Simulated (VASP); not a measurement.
Write the native input for VASP 6.6.1 that does the following.

```
Task                   : dielectric tensor
Functional             : PBE
Potentials or basis    : VASP PAW PBE potentials, release 64 (H, Pb_d, N, O)
Cutoff                 : 520 eV
k mesh                 : 7 × 7 × 5
Occupations            : gaussian, width 0.02 eV
Spin                   : no spin polarisation
Further INCAR settings : ALGO = Fast; EDIFF = 1e-08
```

The structure of HPbNO4 lies in POSCAR:

```
HPbNO4
1.0
    4.2040700000      0.0000000000      0.0000000000
    2.0217200000      3.8395200000      0.0000000000
    2.0468600000      1.2790000000      6.2813200000
H Pb N O
1 1 1 4
Direct
    0.8914500000      0.6820200000      0.6279600000
    0.1442600000      0.9287200000      0.8835200000
    0.2567000000      0.2886100000      0.3017100000
    0.8310800000      0.6505600000      0.7840500000
    0.3869400000      0.2238000000      0.1129500000
    0.3110400000      0.0357600000      0.4585600000
    0.0772600000      0.6063300000      0.3227500000
```

The cell was built by a generator and needn't be a form met in nature.

The input as run:

INCAR

```
PREC     = Accurate       # precision mode
ENCUT    = 520            # plane-wave cutoff, eV
EDIFF    = 1E-8           # SCF threshold, eV
ISMEAR   = 0              # smearing method
SIGMA    = 0.02           # smearing width, eV
LREAL    = False          # projectors in reciprocal space
LASPH    = True           # aspherical terms in the spheres
NELM     = 80             # most SCF steps
ALGO     = Fast           # electronic algorithm
ISIF     = 2              # what is computed and relaxed
LWAVE    = False          # write WAVECAR
LCHARG   = False          # write CHGCAR
GGA      = PE             # functional
LEPSILON = True           # dielectric tensor by DFPT
KPAR     = 4
```

KPOINTS

```
regular mesh
0
Gamma
  7 7 5
```

Potentials or basis: VASP PAW PBE potentials, release 64 (H, Pb_d, N, O).

Command:

```sh
$ cat potpaw_PBE.64/H/POTCAR potpaw_PBE.64/Pb_d/POTCAR potpaw_PBE.64/N/POTCAR potpaw_PBE.64/O/POTCAR > POTCAR
$ mpirun -np 4 vasp_std > vasp.out
```

Results of the run:

```json
{
 "Band gap on the k mesh": "2.79 eV, indirect (least direct gap 2.81 eV)",
 "Electronic dielectric tensor (diagonal)": "3.13, 3.65, 3.58",
 "Born charges (mean of the diagonal)": "H +0.42; Pb +3.11; N +2.12; O -1.79, -1.45, -1.28, -1.11 e"
}
```

Caveat: the standard files for N, O and F lose accuracy on very short bonds; spin-orbit coupling is left out, which as a rule narrows the gap of such compounds by several tenths of an eV; an odd mesh through Γ misses points on the zone boundary, where band edges often lie.

Run time: 9.1 min on 4 MPI ranks on Intel(R) Xeon(R) Platinum 8488C (Sapphire Rapids) (shared host), peak memory 1.1 GiB a rank.
